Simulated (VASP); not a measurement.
Data:

```
PbSe
1.0
    0.00000     3.10634     3.10634
    3.10634     0.00000     3.10634
    3.10634     3.10634     0.00000
Pb Se
1 1
Direct
  0.00000   0.00000   0.00000
  0.50000   0.50000   0.50000
```

Computed with PBE GGA, VASP's PBE PAW potentials (set 64) (plane waves; VASP). Numerical set-up: 530 eV cut-off, 7×7×7 Γ-centred mesh, Gaussian smearing of 0.050 eV, potentials Pb_d Se.

**Question.** Give the elastic stiffness tensor with the ions relaxed (GPa, in the frame of the cell).

**Answer.** 
```
      xx    yy    zz    yz    xz    xy
--  ----  ----  ----  ----  ----  ----
xx   117  12.5  12.5   0.0   0.0   0.0
yy  12.5   117  12.5   0.0   0.0   0.0
zz  12.5  12.5   117   0.0   0.0   0.0
yz   0.0   0.0   0.0  17.3   0.0   0.0
xz   0.0   0.0   0.0   0.0  17.3   0.0
xy   0.0   0.0   0.0   0.0   0.0  17.3
```

**Question.** What does the run give for the Hill bulk modulus, Hill shear modulus, Young's modulus, Poisson's ratio?

**Answer.** 
```yaml
hill_bulk_modulus: 47.4 GPa
hill_shear_modulus: 27.5 GPa
Young's modulus: 69.1 GPa
Poisson's ratio: 0.257
```

Measured: C11 124 GPa (computed value off by -5.2 %), C12 19.3 GPa (computed value off by -35.2 %), C44 15.9 GPa (computed value off by +8.9 %), as given by Oses et al., (2018), arXiv:1811.08464. The calculation is for a static lattice, while the measured C11, C12, C44 hold thermal and zero-point effects, which are part of the difference.

The compound is PbSe in the rock salt structure. It was relaxed first.
